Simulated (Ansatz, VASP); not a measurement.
# Cross-check of Ca3B14O24 (borate glass) between VASP and Ansatz, part 2 of 2

Wanted: the spread between two codes on one cell, functional and k mesh. The structure shown is the start of the Ansatz relaxation below; VASP solves that cell, so the two are compared at the walk's first step.

VASP 6.6.1 and Ansatz 0.2.0.

So far: The structure; Ansatz: relaxation, PBE.

### Step 3. VASP: single point, PBE, start cell

Level of this step: PBE; plane waves and PAW (B, Ca_sv, O) (VASP).

The same cell, functional, mesh and smearing now go to VASP, with its own data sets.

Lines of VASP's logs that name or quote its potential files are left out, and so is its time.

The input, INCAR:

```
SYSTEM = Ca3B14O24
PREC = Accurate
ENCUT = 520
EDIFF = 1E-06
NELM = 120
ISMEAR = -1
SIGMA = 0.05
LREAL = Auto
ALGO = Normal
GGA = PE
NBANDS = 136
LORBIT = 11
LWAVE = .FALSE.
LCHARG = .FALSE.
ISIF = 2
LASPH = .TRUE.
GGA_COMPAT = .FALSE.
EFERMI = MIDGAP
KPAR = 8
```

The input, POSCAR:

```
Ca3B14O24
1.0
    7.9528000000      0.0000000000      0.0000000000
    0.0000000000      7.9528000000      0.0000000000
    0.0000000000      0.0000000000      7.9528000000
B Ca O
14 3 24
Direct
    0.6938580123      0.6216509908      0.6227879489
    0.6727620461      0.6345909617      0.9920190373
    0.9242690625      0.1262800523      0.9763810230
    0.4282549542      0.8165159441      0.4777430590
    0.6021080626      0.3241709838      0.4677949904
    0.3922819636      0.1100579670      0.6447589528
    0.4141669601      0.8335969721      0.1315819586
    0.0115399608      0.1291760135      0.6409089880
    0.9294269943      0.8201300171      0.1365199678
    0.6658599487      0.2979070265      0.1192789961
    0.2165310331      0.4224610200      0.1482349613
    0.1669609446      0.4081660547      0.4957880243
    0.3689220149      0.1405469772      0.9934190474
    0.9379149482      0.8236849914      0.4819479932
    0.1640720249      0.0617260587      0.2990130520
    0.4174210341      0.4670020622      0.8357189921
    0.9903959612      0.5662679811      0.8242569912
    0.9614749522      0.1536250126      0.8068240117
    0.8365209737      0.6972829695      0.0542949653
    0.3324949703      0.9734289810      0.0627699678
    0.8386310482      0.2466560205      0.0702299819
    0.3922229906      0.8077539986      0.3053030379
    0.4736799618      0.2343399809      0.5498479781
    0.6433910069      0.2861829796      0.3026019767
    0.3468110603      0.1455409416      0.8097490192
    0.2544540288      0.2658669902      0.0749069510
    0.3619809375      0.9558530329      0.5651990494
    0.6828759682      0.6194080072      0.8068900262
    0.9628260487      0.9731499598      0.0550510512
    0.5374969822      0.7499020471      0.0407319435
    0.6851140479      0.4476750327      0.5599890605
    0.5425759481      0.1868530580      0.0343100543
    0.2098209436      0.5260210240      0.6161660044
    0.1951130419      0.4262609395      0.3230469772
    0.9667789961      0.8115579419      0.3085900563
    0.2028700583      0.5604280253      0.0431689468
    0.9804890102      0.9773449603      0.5575080475
    0.0974650438      0.2538990041      0.5502929786
    0.5529659994      0.7183399557      0.5508710140
    0.6343960618      0.4690249975      0.0608360577
    0.8560000251      0.6992159994      0.5729419827
```

The input, KPOINTS:

```
Automatic mesh
0
Gamma
2 2 2
0 0 0
```

The projector-augmented-wave data sets are B, Ca_sv and O (PBE family, release 64).

Run with:

```sh
mpirun -np 8 vasp_std
```

Numbers of over 12 decimals in the logs are rounded to 6 here.

The log of the run:

```text
[banner, memory and clock lines left out]
running    8 mpi-ranks, on    1 nodes
[...]
|                                                                             |
|           W    W    AA    RRRRR   N    N  II  N    N   GGGG   !!!           |
|           W    W   A  A   R    R  NN   N  II  NN   N  G    G  !!!           |
|           W    W  A    A  R    R  N N  N  II  N N  N  G       !!!           |
|           W WW W  AAAAAA  RRRRR   N  N N  II  N  N N  G  GGG   !            |
|           WW  WW  A    A  R   R   N   NN  II  N   NN  G    G                |
|           W    W  A    A  R    R  N    N  II  N    N   GGGG   !!!           |
|                                                                             |
|     For optimal performance we recommend to set                             |
|       NCORE = 2 up to number-of-cores-per-socket                            |
|     NCORE specifies how many cores store one orbital (NPAR=cpu/NCORE).      |
|     This setting can greatly improve the performance of VASP for DFT.       |
|     The default, NCORE=1 might be grossly inefficient on modern             |
|     multi-core architectures or massively parallel machines. Do your        |
|     Unfortunately you need to use the default for GW and RPA                |
|     calculations (for HF NCORE is supported but not extensively tested      |
|     yet).                                                                   |
|                                                                             |

 LDA part: xc-table for (Slater+PW92), standard interpolation
 POSCAR, INCAR and KPOINTS ok, starting setup
[...]
entering main loop
       N       E                     dE             d eps       ncg     rms          rms(c)
DAV:   1     0.177122287874E+04    0.17712E+04   -0.11332E+05  2176   0.150E+03
DAV:   2    -0.179767840572E+03   -0.19510E+04   -0.18919E+04  2696   0.388E+02
DAV:   3    -0.341269042919E+03   -0.16150E+03   -0.16034E+03  2560   0.118E+02
DAV:   4    -0.346784079090E+03   -0.55150E+01   -0.54954E+01  3064   0.192E+01
[...]
DAV:  15    -0.315103213182E+03   -0.82898E-05   -0.66477E-05  2936   0.293E-02    0.131E-02
DAV:  16    -0.315103214338E+03   -0.11555E-05   -0.24118E-05  2736   0.196E-02    0.597E-03
DAV:  17    -0.315103214782E+03   -0.44460E-06   -0.62677E-06  2504   0.908E-03
   1 F= -.31510321E+03 E0= -.31510321E+03  d E =-.369460E-11
```

Parts of OUTCAR (step 3):

```text
  Total       -9.5965131    -21.4383428    -36.0353802      0.1823763     -1.2492878      3.1868500
  in kB      -30.5677774    -68.2875625   -114.7835121      0.5809233     -3.9793570     10.1510747
  external PRESSURE =     -71.2129507 kB  Pullay stress =       0.0000000 kB

 POSITION                                       TOTAL-FORCE (eV/Angst)
 -----------------------------------------------------------------------------------
      5.51811      4.94387      4.95291        -1.707362      0.117251     -0.699015
      5.35034      5.04678      7.88933        -0.832372     -0.624113      1.510488
      7.35053      1.00428      7.76496        -2.209873      0.828919      0.807361
      3.40583      6.49359      3.79939         3.059046     -0.625324     -0.024247
      4.78845      2.57807      3.72028         1.192350      0.686474     -2.152557
      3.11974      0.87527      5.12764         1.262084      0.148660      1.018604
      3.29379      6.62943      1.04645         2.627107     -0.057499     -0.982774
      0.09178      1.02731      5.09702        -0.116435      0.095537      1.259238
      7.39155      6.52233      1.08572        -2.622902     -0.335421     -0.825505
      5.29545      2.36920      0.94860        -1.518514      0.289264     -0.334830
      1.72203      3.35975      1.17888         0.191716      0.916442     -0.906242
      1.32781      3.24606      3.94290         1.001682      2.060927      0.465669
      2.93396      1.11774      7.90046         3.218918      0.313333      0.881026
      7.45905      6.55060      3.83284        -2.088391     -0.934895      0.355994
[...]
-----------------------------------------------------------------------------------
    total drift:                                0.013787      0.015325      0.002232

  FREE ENERGIE OF THE ION-ELECTRON SYSTEM (eV)
  ---------------------------------------------------
  free  energy   TOTEN  =      -315.1032147824 eV

  energy  without entropy=     -315.1032147824  energy(sigma->0) =     -315.10321478

[... 3 further parts left out ...]
[key lines of the parts left out:]
E-fermi :   2.7086
```

The run ends at a pressure of -7.12 GPa, with forces up to 3.4 eV/Å.

### Step 4. Side by side

Known differences besides the potentials themselves: the cutoff is 420 eV in Ansatz and 520 eV in VASP (PREC = Accurate, projectors in real space). Total energies have different zeros and are not compared.

Forces on 10 of the 41 atoms, those with the largest forces and the largest differences (eV/Å; atoms numbered as in POSCAR):

```csv
atom,"Ansatz x, y, z","VASP x, y, z"
B4,"3.099, -0.591, -0.029","3.059, -0.625, -0.024"
B5,"1.197, 0.707, -2.157","1.192, 0.686, -2.153"
B7,"2.655, -0.016, -0.978","2.627, -0.057, -0.983"
B9,"-2.673, -0.313, -0.833","-2.623, -0.335, -0.826"
B11,"0.200, 0.934, -0.976","0.192, 0.916, -0.906"
B13,"3.277, 0.332, 0.909","3.219, 0.313, 0.881"
O19,"2.380, 1.187, 0.668","2.346, 1.178, 0.656"
O21,"2.147, -1.373, -1.247","2.119, -1.349, -1.225"
O33,"-0.834, -1.108, -0.456","-0.803, -1.038, -0.400"
O36,"-0.278, -1.099, 0.060","-0.287, -1.014, 0.009"
```

The forces differ by 22 meV/Å r.m.s., which is 2.1 % of the r.m.s. force of 1.067 eV/Å (both taken over all components).

### Step 5. Summary of results

- r.m.s. force difference (single point, PBE, start cell): 2.1 % of the r.m.s. force

In words: The r.m.s. force difference is 2.1 % of the r.m.s. force (single point, PBE, start cell), within the 3 % picked in this series as the mark of a large difference. How closely two codes agree says nothing of how well the functional describes the real material.

[Lines on the potential files, build, host, timing and source positions are cut from VASP's logs without a mark.]

[Logs are printed without paths, hosts, clocks, repeated set-up lines and the standing remarks that a program may print on its own settings, such as how far it seeks lower states.]

[Hosts, paths, dates, database ids (printed as entryN), source tags and the programs' standing remarks are cut or masked in the printed files.]
